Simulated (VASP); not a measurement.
# GW-BSE spectrum of In2O3

Aim: the optical spectrum of In2O3 with the electron-hole interaction. The cell has space group R-3c. The start is a cell from a database of measured crystal structures.

Program: VASP 6.6.1. Level of theory: LDA; plane waves and PAW (In_d_GW, O_GW), in the first sound run; inputs show where later runs differ. Results are calculated unless marked as measured.

The experiments to compare with:

For In2O3, rhombohedral (corundum-type), from the matched diffraction card and hexagonal indexing (hydrothermally grown microspheres, annealed at 400 C), “Fabrication and performance enhancement of an In2O3/BiVO4 heterojunction for N-butanol gas sensing applications” (2024, pmc:11650617) gives, by UV-visible absorption, Tauc-type extrapolation: band gap (optical gap from linear extrapolation of the absorption edge) 3.08 eV [Tauc-type extrapolation of powder absorption edge; transition type (direct or indirect) …].

## (1) The starting structure

Symmetry: R-3c, No. 167, trigonal system. The conventional cell has a = 5.487 Å, b = 5.487 Å, c = 14.510 Å, α = 90.00°, β = 90.00°, γ = 120.00°. Nearest to In lie 6 O at 2.12 to 2.26 Å. O has 4 In at 2.12 to 2.26 Å nearest. Farther neighbours and most contacts between anions are not listed.

## (2) Ground state

The orbitals come from a self-consistent LDA run with a tight EDIFF and a narrow smearing. KPOINTS_OPT adds the bands along a path, which shows whether the mesh holds the band edges.

INCAR

```
SYSTEM = In2O3
PREC = Accurate
ENCUT = 440
EDIFF = 1E-08
NELM = 100
ISMEAR = 0
SIGMA = 0.01
LREAL = .FALSE.
ALGO = Normal
GGA = CA
NBANDS = 54
LORBIT = 11
LWAVE = .TRUE.
LCHARG = .FALSE.
KPAR = 8
```

POSCAR

```
In2O3
1.0
    2.7435000000      1.5839604635      4.8366666667
   -2.7435000000      1.5839604635      4.8366666667
    0.0000000000     -3.1679209270      4.8366666667
In O
4 6
Direct
    0.3573100000      0.3573100000      0.3573100000
    0.1426900000      0.1426900000      0.1426900000
    0.6426900000      0.6426900000      0.6426900000
    0.8573100000      0.8573100000      0.8573100000
    0.5480000000      0.9520000000      0.2500000000
    0.2500000000      0.5480000000      0.9520000000
    0.9520000000      0.2500000000      0.5480000000
    0.4520000000      0.0480000000      0.7500000000
    0.7500000000      0.4520000000      0.0480000000
    0.0480000000      0.7500000000      0.4520000000
```

KPOINTS

```
Automatic mesh
0
Gamma
4 4 4
0 0 0
```

KPOINTS_OPT

```
Line mode
8
Line-mode
Reciprocal
  0.00000000   0.00000000   0.00000000 GAMMA
  0.50000000   0.00000000   0.00000000 L

  0.50000000   0.00000000   0.00000000 L
  0.50000000   0.23816651  -0.23816651 B1

  0.76183349   0.50000000   0.23816651 B
  0.50000000   0.50000000   0.50000000 Z

  0.50000000   0.50000000   0.50000000 Z
  0.00000000   0.00000000   0.00000000 GAMMA

  0.00000000   0.00000000   0.00000000 GAMMA
  0.36908326   0.00000000  -0.36908326 X

  0.63091674   0.36908326   0.00000000 Q
  0.50000000   0.50000000   0.00000000 F

  0.50000000   0.50000000   0.00000000 F
  0.63091674   0.63091674   0.23816651 P1

  0.63091674   0.63091674   0.23816651 P1
  0.50000000   0.50000000   0.50000000 Z

  0.50000000   0.00000000   0.00000000 L
  0.76183349   0.36908326   0.36908326 P
```

PAW data sets: In_d_GW and O_GW (LDA family, release 64).

The run is started by

```bash
mpirun -np 8 vasp_std
```

What it wrote:

```text
[banner, memory and clock lines left out]
running    8 mpi-ranks, on    1 nodes
 distrk:  each k-point on    1 cores,    8 groups
 distr:  one band on    1 cores,    1 groups

 POSCAR found type information on POSCAR InO
 POSCAR found :  2 types and      10 ions
|                                                                             |
|           W    W    AA    RRRRR   N    N  II  N    N   GGGG   !!!           |
|           W    W   A  A   R    R  NN   N  II  NN   N  G    G  !!!           |
|           W    W  A    A  R    R  N N  N  II  N N  N  G       !!!           |
|           W WW W  AAAAAA  RRRRR   N  N N  II  N  N N  G  GGG   !            |
|           WW  WW  A    A  R   R   N   NN  II  N   NN  G    G                |
|           W    W  A    A  R    R  N    N  II  N    N   GGGG   !!!           |
|                                                                             |
|     For optimal performance we recommend to set                             |
|       NCORE = 2 up to number-of-cores-per-socket                            |
|     NCORE specifies how many cores store one orbital (NPAR=cpu/NCORE).      |
|     This setting can greatly improve the performance of VASP for DFT.       |
|     The default, NCORE=1 might be grossly inefficient on modern             |
|     multi-core architectures or massively parallel machines. Do your        |
|     Unfortunately you need to use the default for GW and RPA                |
|     calculations (for HF NCORE is supported but not extensively tested      |
|     yet).                                                                   |
|                                                                             |

 LDA part: xc-table for (Slater(with rela. corr.)+CA(PZ))
 , standard interpolation
 POSCAR, INCAR and KPOINTS ok, starting setup
 FFT: planning ... GRIDC
 FFT: planning ... GRID_SOFT
 FFT: planning ... GRID
 WAVECAR not read
 entering main loop
       N       E                     dE             d eps       ncg     rms          rms(c)
DAV:   1     0.161739827769E+04    0.16174E+04   -0.25464E+04  2316   0.773E+03
DAV:   2     0.607508903834E+03   -0.10099E+04   -0.95127E+03  2676   0.191E+03
DAV:   3     0.102641353212E+03   -0.50487E+03   -0.48213E+03  2768   0.895E+02
DAV:   4    -0.283058569495E+02   -0.13095E+03   -0.12712E+03  2516   0.602E+02
DAV:   5    -0.688197136564E+02   -0.40514E+02   -0.40088E+02  2808   0.350E+02    0.318E+01
DAV:   6    -0.629817367083E+02    0.58380E+01   -0.50439E+01  2792   0.231E+02    0.116E+01
DAV:   7    -0.638169260994E+02   -0.83519E+00   -0.12839E+01  2808   0.481E+01    0.137E+01
DAV:   8    -0.640162606009E+02   -0.19933E+00   -0.16144E+00  2808   0.171E+01    0.167E+01
DAV:   9    -0.640179883568E+02   -0.17278E-02   -0.37823E-01  2504   0.138E+01    0.109E+01
DAV:  10    -0.639234731727E+02    0.94515E-01   -0.99951E-02  2800   0.111E+01    0.749E+00
DAV:  11    -0.638987928493E+02    0.24680E-01   -0.39298E-02  2808   0.235E+00    0.609E+00
DAV:  12    -0.638848399668E+02    0.13953E-01   -0.90722E-03  2664   0.145E+00    0.433E+00
DAV:  13    -0.638529004951E+02    0.31939E-01   -0.65482E-02  2808   0.603E+00    0.185E+00
DAV:  14    -0.638524227980E+02    0.47770E-03   -0.97774E-03  2544   0.913E-01    0.113E+00
DAV:  15    -0.638502901523E+02    0.21326E-02   -0.63281E-03  2712   0.128E+00    0.443E-01
DAV:  16    -0.638501448232E+02    0.14533E-03   -0.15030E-03  2752   0.466E-01    0.781E-02
DAV:  17    -0.638501609566E+02   -0.16133E-04   -0.19870E-04  2776   0.185E-01    0.382E-02
DAV:  18    -0.638501636791E+02   -0.27225E-05   -0.44562E-05  2808   0.872E-02    0.240E-02
DAV:  19    -0.638501644682E+02   -0.78913E-06   -0.91962E-06  2776   0.325E-02    0.377E-03
DAV:  20    -0.638501646472E+02   -0.17902E-06   -0.18386E-06  2288   0.161E-02    0.346E-03
DAV:  21    -0.638501646613E+02   -0.14099E-07   -0.35662E-07  1672   0.960E-03    0.110E-03
DAV:  22    -0.638501646645E+02   -0.31359E-08   -0.97702E-08  1776   0.475E-03
   1 F= -.63850165E+02 E0= -.63850165E+02  d E =-.645157E-48
 Start KPOINTS_OPT (optional k-point list driver)
k-point batch [1-13\72]
       N       E                     dE             ncg
DAV:   1     0.158476680505E+05   -0.10048E+04     2268
DAV:   2     0.298252227414E+04   -0.12865E+05     2690
DAV:   3    -0.329277975146E+04   -0.62753E+04     2682
DAV:   4    -0.498742227605E+04   -0.16946E+04     2472
DAV:   5    -0.554786930010E+04   -0.56045E+03     2800
DAV:   6    -0.561074939238E+04   -0.62880E+02     2784
DAV:   7    -0.562024455714E+04   -0.94952E+01     2808
DAV:   8    -0.562208053976E+04   -0.18360E+01     2808
DAV:   9    -0.562250816784E+04   -0.42763E+00     2808
DAV:  10    -0.562261993319E+04   -0.11177E+00     2808
DAV:  11    -0.562265030359E+04   -0.30370E-01     2808
DAV:  12    -0.562265887670E+04   -0.85731E-02     2808
DAV:  13    -0.562266128177E+04   -0.24051E-02     2808
DAV:  14    -0.562266196348E+04   -0.68171E-03     2808
DAV:  15    -0.562266215519E+04   -0.19171E-03     2808
DAV:  16    -0.562266220899E+04   -0.53795E-04     2064
DAV:  17    -0.562266222391E+04   -0.14927E-04     1840
DAV:  18    -0.562266222801E+04   -0.40992E-05     1592
DAV:  19    -0.562266222914E+04   -0.11217E-05     1560
DAV:  20    -0.562266222944E+04   -0.30509E-06     1552
DAV:  21    -0.562266222952E+04   -0.80307E-07     1488
DAV:  22    -0.562266222954E+04   -0.20357E-07     1312
DAV:  23    -0.562266222955E+04   -0.95979E-08     1248
[...]
k-point batch [66-72\72]
       N       E                     dE             ncg
DAV:   1     0.192944553889E+05   -0.51440E+04     1236
DAV:   2     0.123075163955E+05   -0.69869E+04     1480
DAV:   3     0.897516827352E+04   -0.33323E+04     1482
DAV:   4     0.814249599962E+04   -0.83267E+03     1348
DAV:   5     0.788152788000E+04   -0.26097E+03     1506
DAV:   6     0.785222941385E+04   -0.29298E+02     1504
DAV:   7     0.784767715973E+04   -0.45523E+01     1512
DAV:   8     0.784679348410E+04   -0.88368E+00     1512
DAV:   9     0.784659409334E+04   -0.19939E+00     1512
DAV:  10     0.784654479000E+04   -0.49303E-01     1512
DAV:  11     0.784653210110E+04   -0.12689E-01     1512
DAV:  12     0.784652877459E+04   -0.33265E-02     1512
DAV:  13     0.784652789516E+04   -0.87943E-03     1512
DAV:  14     0.784652766204E+04   -0.23312E-03     1512
DAV:  15     0.784652760041E+04   -0.61629E-04     1512
DAV:  16     0.784652758400E+04   -0.16406E-04     1144
DAV:  17     0.784652757967E+04   -0.43313E-05      904
DAV:  18     0.784652757852E+04   -0.11554E-05      840
DAV:  19     0.784652757821E+04   -0.30630E-06      840
DAV:  20     0.784652757813E+04   -0.82679E-07      840
DAV:  21     0.784652757811E+04   -0.22133E-07      728
DAV:  22     0.784652757810E+04   -0.48940E-08      672
 writing wavefunctions
```

Run time: 80 s. Hardware: 8 MPI ranks of Intel Xeon 6975P-C (Granite Rapids), shared host; peak memory 2.5 GiB; 10 min of CPU time.

Lines that name or quote the potential files are left out of all logs, and their timing lines are given in words.

OUTCAR, selected parts (step 2):

```text
ion  position               nearest neighbor table
   1  0.357  0.357  0.357-   9 2.12   8 2.12  10 2.12   7 2.26   6 2.26   5 2.26   2 3.11
   2  0.143  0.143  0.143-  10 2.12   8 2.12   9 2.12   7 2.26   6 2.26   5 2.26   1 3.11
   3  0.643  0.643  0.643-   6 2.12   5 2.12   7 2.12   9 2.26  10 2.26   8 2.26   4 3.11
   4  0.857  0.857  0.857-   7 2.12   5 2.12   6 2.12   9 2.26  10 2.26   8 2.26   3 3.11
   5  0.548  0.952  0.250-   3 2.12   4 2.12   1 2.26   2 2.26
   6  0.250  0.548  0.952-   3 2.12   4 2.12   1 2.26   2 2.26
   7  0.952  0.250  0.548-   4 2.12   3 2.12   1 2.26   2 2.26
   8  0.452  0.048  0.750-   1 2.12   2 2.12   3 2.26   4 2.26
   9  0.750  0.452  0.048-   1 2.12   2 2.12   3 2.26   4 2.26
  10  0.048  0.750  0.452-   2 2.12   1 2.12   3 2.26   4 2.26

  LATTYP: Found a trigonal (rhomboedric) cell.
 ALAT       =     5.7817875648
 COS(alpha) =     0.5496857780

 Subroutine GETGRP returns: Found 12 space group operations
 (whereof  6 operations were pure point group operations)

The static configuration has the point symmetry S_6 .
 The point group associated with its full space group is D_3d.

 Found     13 irreducible k-points:

   k-points           NKPTS =     13   k-points in BZ     NKDIM =     13   number of bands    NBANDS=     54

   dimension x,y,z NGX =    40 NGY =   40 NGZ =   40
   dimension x,y,z NGXF=    80 NGYF=   80 NGZF=   80

   ENCUT  =  440.0 eV  32.34 Ry    5.69 a.u.   9.89  9.89  9.89*2*pi/ulx,y,z

   NELECT =      88.0000    total number of electrons

 k-points in reciprocal lattice and weights: Automatic mesh
   0.00000000  0.00000000  0.00000000       0.016
   0.25000000 -0.00000000 -0.00000000       0.094
   0.50000000 -0.00000000 -0.00000000       0.047
   0.25000000  0.25000000 -0.00000000       0.094
   0.50000000  0.25000000  0.00000000       0.188
  -0.25000000  0.25000000  0.00000000       0.094
   0.50000000  0.50000000 -0.00000000       0.047
   0.25000000  0.25000000  0.25000000       0.031
   0.50000000  0.25000000  0.25000000       0.094
  -0.25000000  0.25000000  0.25000000       0.094
   0.50000000  0.50000000  0.25000000       0.094
  -0.25000000  0.50000000  0.25000000       0.094
   0.50000000  0.50000000  0.50000000       0.016

 average (electrostatic) potential at core
       1 -72.5457       2 -72.5457       3 -72.5457       4 -72.5457       5 -70.7280
       6 -70.7280       7 -70.7280       8 -70.7280       9 -70.7280      10 -70.7280

 E-fermi :   3.6606

 k-point     1 :       0.0000    0.0000    0.0000
  band No.  band energies     occupation
    ...
     40       3.1903      2.00000
     41       3.2858      2.00000
     42       3.2858      2.00000
     43       3.5158      2.00000
     44       3.5158      2.00000
     45       4.7673      0.00000
     46       8.9762      0.00000
     47       9.6659      0.00000
     48      10.7349      0.00000
     49      12.6002      0.00000
    ...

 k-point     2 :       0.2500   -0.0000   -0.0000
  band No.  band energies     occupation
    ...
     40       3.0015      2.00000
     41       3.1489      2.00000
     42       3.1570      2.00000
     43       3.3899      2.00000
     44       3.5589      2.00000
     45       6.3541      0.00000
     46       9.4058      0.00000
     47       9.5079      0.00000
     48      10.1372      0.00000
     49      11.2284      0.00000
    ...

 k-point     3 :       0.5000   -0.0000   -0.0000
  band No.  band energies     occupation
    ...
     40       2.6269      2.00000
     41       2.7856      2.00000
     42       2.7856      2.00000
     43       3.5003      2.00000
     44       3.5003      2.00000
     45       8.4415      0.00000
     46       8.4415      0.00000
     47       9.3071      0.00000
     48       9.3071      0.00000
     49      11.8066      0.00000
    ...

  Total       -4.9444221     -4.9444221     -5.2583753     -0.0000000     -0.0000000      0.0000000
  in kB      -62.8173207    -62.8173207    -66.8059968     -0.0000000     -0.0000000      0.0000000
  external PRESSURE =     -64.1468794 kB  Pullay stress =       0.0000000 kB

  energy-cutoff  :      440.00
  volume of cell :      126.11
      direct lattice vectors                 reciprocal lattice vectors
     2.743500000  1.583960463  4.836666667     0.182248952  0.105221482  0.068917988
    -2.743500000  1.583960463  4.836666667    -0.182248952  0.105221482  0.068917988
     0.000000000 -3.167920927  4.836666667     0.000000000 -0.210442963  0.068917988

 POSITION                                       TOTAL-FORCE (eV/Angst)
 -----------------------------------------------------------------------------------
      0.00000      0.00000      5.18457         0.000000      0.000000     -0.107988
      0.00000      0.00000      2.07043         0.000000      0.000000      0.107988
      0.00000      0.00000      9.32543         0.000000      0.000000      0.107988
      0.00000      0.00000     12.43957         0.000000      0.000000     -0.107988
     -1.10837      1.58396      8.46417        -0.168502      0.000000      0.000000
     -0.81756     -1.75186      8.46417         0.084251     -0.145927      0.000000
      1.92594      0.16790      8.46417         0.084251      0.145927      0.000000
      1.10837     -1.58396      6.04583         0.168502      0.000000      0.000000
      0.81756      1.75186      6.04583        -0.084251      0.145927      0.000000
     -1.92594     -0.16790      6.04583        -0.084251     -0.145927      0.000000
 -----------------------------------------------------------------------------------
    total drift:                               -0.000000     -0.000000      0.000000

  FREE ENERGIE OF THE ION-ELECTRON SYSTEM (eV)
  ---------------------------------------------------
  free  energy   TOTEN  =       -63.8501646645 eV

  energy  without entropy=      -63.8501646645  energy(sigma->0) =      -63.85016466

 total charge
# of ion       s       p       d       f       tot
--------------------------------------------------
    1        0.590   0.591  10.124   0.088  11.393
    2        0.590   0.591  10.124   0.088  11.393
    3        0.590   0.591  10.124   0.088  11.393
    4        0.590   0.591  10.124   0.088  11.393
    5        1.537   3.391   0.000   0.000   4.928
    6        1.537   3.391   0.000   0.000   4.928
    7        1.537   3.391   0.000   0.000   4.928
    8        1.537   3.391   0.000   0.000   4.928
    9        1.537   3.391   0.000   0.000   4.928
   10        1.537   3.391   0.000   0.000   4.928
--------------------------------------------------
tot         11.581  22.710  40.498   0.352  75.142

[... 3 further parts left out ...]
```

This step gave:

| Property | Result |
| --- | --- |
| free energy (TOTEN) | -63.8502 eV |
| Fermi energy | 3.661 eV |
| pressure | -6.415 GPa |
| least gap on mesh and path | 1.201 eV |
| least direct gap on mesh and path | 1.251 eV |

The highest empty bands on the path are converged less tightly, to about 0.1 eV. The electronic bands at the labelled points (eV, zero at the valence-band top; v1 is the highest filled band, c1 the lowest empty one):

```tsv
point	v4	v3	v2	v1	c1	c2	c3	c4
Γ	-0.28	-0.28	-0.05	-0.05	1.20	5.41	6.10	7.17
0.43 of the way	-0.36	-0.31	-0.19	-0.02	2.48	5.87	5.89	6.72
L	-0.78	-0.78	-0.07	-0.07	4.87	4.87	5.74	5.74
0.57 of the way	-0.33	-0.33	-0.13	-0.13	5.07	5.07	5.81	5.81
B1	-0.36	-0.36	-0.16	-0.16	5.48	5.48	5.80	5.80
jump to B	-0.36	-0.36	-0.16	-0.16	5.48	5.48	5.80	5.80
0.57 of the way	-0.51	-0.51	-0.22	-0.22	4.73	4.73	6.77	6.77
Z	-0.20	-0.20	-0.20	-0.20	4.32	4.32	7.03	7.03
0.57 of the way	-0.21	-0.21	-0.07	-0.07	2.33	5.32	6.26	7.22
Γ	-0.28	-0.28	-0.05	-0.05	1.20	5.41	6.10	7.17
0.57 of the way	-0.53	-0.16	-0.15	0.00	3.61	5.58	5.96	6.31
X	-0.46	-0.27	-0.22	-0.07	5.19	5.41	5.64	6.09
jump to Q	-0.46	-0.27	-0.22	-0.07	5.19	5.41	5.64	6.09
0.43 of the way	-0.54	-0.31	-0.15	-0.05	5.13	5.41	6.11	6.24
F	-0.56	-0.36	-0.09	-0.04	5.10	5.41	6.35	6.44
0.43 of the way	-0.53	-0.36	-0.14	-0.06	5.16	5.45	6.13	6.49
P1	-0.40	-0.39	-0.32	-0.11	5.36	5.53	5.64	6.48
0.57 of the way	-0.50	-0.39	-0.27	-0.18	4.64	4.64	6.80	6.90
Z	-0.20	-0.20	-0.20	-0.20	4.32	4.32	7.03	7.03
jump to L	-0.78	-0.78	-0.07	-0.07	4.87	4.87	5.74	5.74
0.43 of the way	-0.67	-0.31	-0.20	-0.12	4.98	5.09	5.59	6.06
P	-0.40	-0.39	-0.32	-0.11	5.36	5.53	5.64	6.48
```

Of the projections kept (In, O), the largest for each band there; the rest of the weight can lie on other orbitals:

```tsv
point	v4	v3	v2	v1	c1	c2	c3	c4
Γ	O 0.90	O 0.90	O 0.84	O 0.84	In 0.63	In 0.72	In 0.69	In 0.51
L	O 0.83	O 0.83	O 0.89	O 0.89	O 0.54	O 0.54	In 0.68	In 0.68
B1	O 0.87	O 0.87	O 0.87	O 0.87	In 0.55	In 0.55	In 0.50	In 0.50
B	O 0.87	O 0.87	O 0.87	O 0.87	In 0.55	In 0.55	In 0.50	In 0.50
Z	O 0.88	O 0.88	O 0.88	O 0.88	O 0.52	O 0.52	In 0.62	In 0.62
Γ	O 0.90	O 0.90	O 0.84	O 0.84	In 0.63	In 0.72	In 0.69	In 0.51
```

The cell has a gap of 1.20 eV on mesh and path and a pressure of -6.4 GPa, which holds the misfit of the given cell and coordinates with this functional, and any error of cutoff, mesh and data sets. Spin-orbit coupling is left out, which can shift or reorder these edges. Forces of up to 0.17 eV/Å remain in these settings.

[end of part 1 of 3]

[Lines on the potential files, build, host, timing and source positions are cut from VASP's logs without a mark.]

[Logs are printed without paths, hosts, clocks, repeated set-up lines and the standing remarks that a program may print on its own settings, such as how far it seeks lower states.]

[Hosts, paths, dates, database ids (printed as entryN), source tags and the programs' standing remarks are cut or masked in the printed files.]

[Pressures printed for these runs are not shown converged in the cutoff: they can be off by several GPa and have the wrong sign.]
